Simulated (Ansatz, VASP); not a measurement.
# Hf (Hafnium) in two plane-wave programs, part 2 of 2

Aim: how closely do two programs agree when they are given the same cell, functional and k mesh? The cell is taken from a series of runs on this material, whose earlier steps may have relaxed, scaled, displaced or heated it; both programs get it as it stands.

VASP 6.6.1 and Ansatz 0.2.0.

So far: Set-up; VASP: zone-centre phonons, PBE with D3(BJ).

### 3. Ansatz: zone-centre phonons, PBE with D3(BJ)

Level of this step: Ansatz beside VASP: Kohn-Sham DFT, plane waves, PBE with D3(BJ) (Ansatz).

Ansatz runs on its PAW soft_1 files.

The same cell, functional, mesh and smearing now go to Ansatz, which takes its cutoff from its data sets.

Input file input.yaml:

```yaml
crystal:
  lattice:
    - [3.171305404, 0.0, 0.0]
    - [-1.585652702, 2.746431043, 0.0]
    - [0.0, 0.0, 5.0153363908]
  atoms:
    - { symbol: Hf, position: [0.3333333333, 0.6666666667, 0.25] }
    - { symbol: Hf, position: [0.6666666667, 0.3333333333, 0.75] }
kpoints:
  mp_grid: { grid: [15, 15, 8] }
hamiltonian:
  xc: pbe
  dispersion: d3bj
  pseudopotentials: { kind: paw, azcp: { folder: soft_1 } }
scf:
  occupations: { method: methfessel_paxton, width: 0.2 }
output:
  eigenvalues: true
phonons:
  method: dfpt
```

Run with:

```sh
ansatz run input.yaml --threads 8 --pin off --max-ram 16384MiB --backend cpu --events-out ev --progress --plain --runs-dir out
```

Numbers of over 12 decimals in the logs are rounded to 6 here.

The program printed:

```text
zone centre: on kpoints.mp_grid the ground state, and the responses unless they are solved on pairs of k-points, stand on 320 of the mesh's 1800 k-points, reduced under 4 symmetry operations, with k and −k counted as one. Each operation leaves every solved displacement unchanged or reverses it
Engine: ansatz 0.2.0, aarch64-unknown-linux-gnu
Pseudopotentials: kind: paw
Pseudopotential: Hf, paw, valence charge 26, recommended cutoff 420 eV (normal), soft_1/Hf.paw.azcp
Functional definition: PBE
  parameter kappa = 0.804
  parameter beta = 0.066725
  exchange = pbe_x(kappa = kappa, mu = beta*pi^2/3)
  correlation = pbe_c(beta = beta)
Crystal: 2 atoms, lattice volume = 43.682 Å³
Basis set: ecut = 420 eV, 857 PW (Γ), exchange–correlation on 48×48×72 points (8 copies of the dense FFT grid, shifted against one another)
Bands: 32, of which v1, the nominal top of the filled ones, is band 26 counted from 1 (25 counted from 0)
Symmetry: 24 space group operations
k-points: 320 of 1800 (irreducible under 4 space group operations, time reversal used)
Non-local potential: Hf, projectors of the file, l = 0: 3, l = 1: 2, l = 2: 2, l = 3: 3
PAW form: soft (Blöchl's): semilocal exchange-correlation on the pseudo side does not see the compensation charge
PAW one-centre angular grid: Hf, 590 points (default); XC on 64 Gauss nodes
Initial density: superposition of atomic densities (chi_scale 0.1, normalization cell)
Initial wavefunctions: pseudopotential atomic-orbital guess
Functional: x = pbe(κ = 0.804, μ = 0.219515), c = pbe(β = 0.066725)
SCF iter   1: F=—  HF=-31445.538769 eV  |F-HF|=—  |Δ(HF+E_count)|=         —  Δρ=3.59e-2  dr2=6.68e-1  ethr=3.10e-3  ⟨swp⟩=5.0  Hψ=34737  notcnv=0
preconditioner: auto → Kerker (q_TF=auto, 2.809 Å⁻¹)  [metal: Δε(μ)=0.028 eV  Ē_g=16.935 eV  σ=0.200 eV  W_gap=0.12  n_scr=22 (ndim 8)  ℏωp=38.9 eV  f_vac=0.000  D(μ)=1.27/eV (n_scr^D=8)]
SCF iter   2: F=—  HF=-31445.410432 eV  |F-HF|=—  |Δ(HF+E_count)|=   1.28e-1  S|Δr|=    0.00e0  Δρ=2.29e-2  dr2=2.69e-1  ethr=1.28e-3  ⟨swp⟩=3.0  Hψ=20076  notcnv=0  defer=148
SCF iter   3: F=—  HF=-31445.368218 eV  |F-HF|=—  |Δ(HF+E_count)|=   4.22e-2  S|Δr|=    0.00e0  Δρ=9.34e-3  dr2=4.51e-2  ethr=5.17e-4  ⟨swp⟩=2.0  Hψ=15961  notcnv=0  defer=143
SCF iter   4: F=—  HF=-31445.321359 eV  |F-HF|=—  |Δ(HF+E_count)|=   4.69e-2  S|Δr|=    0.00e0  Δρ=3.27e-3  dr2=2.32e-3  ethr=8.68e-5  ⟨swp⟩=2.0  Hψ=18456  notcnv=0  defer=143
SCF iter   5: F=—  HF=-31445.322451 eV  |F-HF|=—  |Δ(HF+E_count)|=   1.09e-3  S|Δr|=    0.00e0  Δρ=7.27e-4  dr2=2.25e-4  ethr=4.46e-6  ⟨swp⟩=2.7  Hψ=18154  notcnv=0  defer=141
SCF iter   6: F=—  HF=-31445.322620 eV  |F-HF|=—  |Δ(HF+E_count)|=   1.69e-4  S|Δr|=    0.00e0  Δρ=1.52e-4  dr2=7.88e-6  ethr=4.32e-7  ⟨swp⟩=2.0  Hψ=18479  notcnv=0  defer=141
SCF iter   7: F=—  HF=-31445.322635 eV  |F-HF|=—  |Δ(HF+E_count)|=   1.45e-5  S|Δr|=    0.00e0  Δρ=3.71e-5  dr2=6.10e-7  ethr=1.51e-8  ⟨swp⟩=2.4  Hψ=18832  notcnv=0  defer=141
SCF iter   8: F=—  HF=-31445.322635 eV  |F-HF|=—  |Δ(HF+E_count)|=   3.90e-7  S|Δr|=    0.00e0  Δρ=7.38e-6  dr2=2.43e-8  ethr=1.17e-9  ⟨swp⟩=2.3  Hψ=14320  notcnv=0  defer=143
SCF iter   9: F=—  HF=-31445.322635 eV  |F-HF|=—  |Δ(HF+E_count)|=   2.14e-9  S|Δr|=    0.00e0  Δρ=1.48e-6  dr2=7.56e-10  ethr=4.67e-11  ⟨swp⟩=2.4  Hψ=18368  notcnv=0  defer=143
SCF iter  10: F=—  HF=-31445.322635 eV  |F-HF|=—  |Δ(HF+E_count)|=  9.09e-11  S|Δr|=    0.00e0  Δρ=2.95e-7  dr2=3.27e-11  ethr=1.45e-12  ⟨swp⟩=2.4  Hψ=17997  notcnv=0  defer=143
SCF iter  11: F=-31445.322635 eV  HF=-31445.322635 eV  |F-HF|=0.00e0  |Δ(HF+E_count)|=  7.28e-12  S|Δr|=    0.00e0  Δρ=8.61e-8  dr2=1.62e-12  ethr=1.00e-12  ⟨swp⟩=10.8  Hψ=62649  notcnv=0
SCF 1 converged in 11 iterations: F = -31445.322635 eV  dr2 = 1.62e-12
  greatest PAW one-centre occupation: 0.999 electrons in one spin orbital (limit 2), on the Hf atom at site 1 (counted from 0), in its partial waves of l = 0
DFPT response loops at Γ: preconditioner auto → Kerker (q_TF=auto, 2.809 Å⁻¹) (partly filled bands, converged f_vac=0.000); β = 1.00, the filter's whole step (`scf.mixing.beta` (0.50) is not read by the response loops under this deck's `scf.mixing.preconditioner`; to damp them name `kerker` or `kerker_dos`, under which they read `scf.mixing.beta`, and type it under 1.00, their step now; both keys bind the ground state too); Broyden in place of MSR1
SCF converged after 11 iterations
Stability not checked: this state was not tested for a lower state beside it, because cold or Methfessel-Paxton smearing, or corrected tetrahedra, fill the levels in a way that the test cannot read (fill_not_monotonic; see scf.lower_state_search)
Free energy (F): -31445.322635 eV
Harris-Foulkes:  -31445.322635 eV  (|F-HF|=0.00e0)
Internal energy: -31445.326778 eV  (E = F + TS)
E sigma→0 (E₀):  -31445.323670 eV
Entropy (-TS):   0.004143 eV (2.072 meV/atom)
Fermi energy:    18.663097 eV
--- Per-component energies (eV) ---
  E_band       = 9.239236
  E_kinetic    = 819.905267
  E_local      = -12494.586804  (includes V_loc(G=0)·N_el)
  E_nonlocal   = 115.673084
  E_hartree    = 6097.776736
  E_xc         = -534.027953
  E_vxc        = -510.748595  (∫ρ·V_xc dr)
  E_paw        = -15393.063943  (= ΣΔE_a)
  E_vpaw       = -116.557310  (= ΣTr[D̂ρ^β])
  E_aug_tail   = 0.000161  (compensation charges beyond the density's cutoff)
  E_ewald      = -10056.079626
  E_disp       = -0.923699  (pairwise vdW)
  E_smearing   = 0.004143  (= −TS)
  E_closure    = 0.000000  (closes the sum)
  Σ components = -31445.322635   (vs F -31445.322635, Δ=0.00e0)
--- Band table (eV; the first three rows and the last of 320) ---
  k-point 0: bands = [... 22 lower, 11.1839, 14.8604, 19.3719, 19.8252, 19.8252, 20.1193, 20.6761, 20.6761, ... 2 higher]
  k-point 1: bands = [... 22 lower, 11.3322, 14.7913, 19.1571, 19.7399, 19.7399, 19.9894, 20.5522, 20.5522, ... 2 higher]
  k-point 2: bands = [... 22 lower, 11.7604, 14.5234, 18.7694, 19.6175, 19.6175, 19.6422, 20.2623, 20.2623, ... 2 higher]
  k-point 319: bands = [... 22 lower, 15.7027, 15.7027, 17.8622, 17.8622, 18.6286, 18.6286, 20.9078, 20.9078, ... 2 higher]
--- Phonons (Γ-DFPT): 2 representative perturbations + reference, on 320 of 1800 k-points (Σ response iterations 6) ---
  k mesh reduced under 4 symmetry operations, with k and −k counted as one. Each operation leaves every solved displacement unchanged or reverses it
  ASR residual: 3.133e-5 → 0.000e0 eV/Å²; symmetrization residual: 7.255e-12 eV/Å²
  pairwise dispersion correction: d3bj (s6 = 1.0, s8 = 0.7875, a1 = 0.4289, a2_bohr = 4.4407), with the weights of each atom's references fixed at the reference crystal's, and the forces and stress that the weights' published response gives there kept as a pressure on the atom's counted neighbours (hamiltonian.dispersion)
  ASR residual per site (eV/Å²): 3.13e-5 3.13e-5
  Γ frequencies (cm⁻¹): 0.00 0.00 0.00 81.72 81.72 109.16
  non-analytic LO–TO correction: not included (Born effective charges unavailable; polar crystals: no LO–TO splitting at Γ)
```

### 4. Side by side

Known differences besides the potentials themselves: the data sets hold 52 valence electrons in Ansatz (on its PAW soft_1 files) and 20 in VASP; the cutoff is 420 eV in Ansatz and 500 eV in VASP; Ansatz takes the dispersion share of the force constants at frozen C6 weights, VASP differentiates the full forces; VASP uses finite displacements, Ansatz perturbation theory. Total energies have different zeros and are not compared.

The two programs side by side:

| quantity | Ansatz | VASP | difference |
| --- | --- | --- | --- |
| optical mode 1 to 2 (cm⁻¹) | 81.7 | 81.9 | -0.22 % |
| optical mode 3 (cm⁻¹) | 109.2 | 107.4 | +1.64 % |

Modes are paired by rising frequency, not by their patterns, so a pair may set unlike modes beside each other; they are those without the splitting of longitudinal modes.

### 5. Outcome

| Property | Result |
| --- | --- |
| r.m.s. difference of the optical zone-centre modes, each program's sorted by frequency (zone-centre phonons, PBE with D3(BJ)) | 1.0 cm⁻¹ |
| difference in optical mode 3 (zone-centre phonons, PBE with D3(BJ)) | +1.6 % |

The r.m.s. difference of the optical zone-centre modes, each program's sorted by frequency is 1.0 cm⁻¹ (zone-centre phonons, PBE with D3(BJ)). The data sets hold unlike numbers of valence electrons (52 in Ansatz and 20 in VASP), so part of the differences comes from the potentials. Among the rows given in per cent, the largest difference of the zone-centre phonons, PBE with D3(BJ) pair is in optical mode 3, +1.6 %. Such differences can come from data sets, numerical settings and the points named under the comparisons, not from the functional's error against experiment.

[Lines on the potential files, build, host, timing and source positions are cut from VASP's logs without a mark.]

[Logs are printed without paths, hosts, clocks, repeated set-up lines and the standing remarks that a program may print on its own settings, such as how far it seeks lower states.]

[Hosts, paths, dates, database ids (printed as entryN), source tags and the programs' standing remarks are cut or masked in the printed files.]
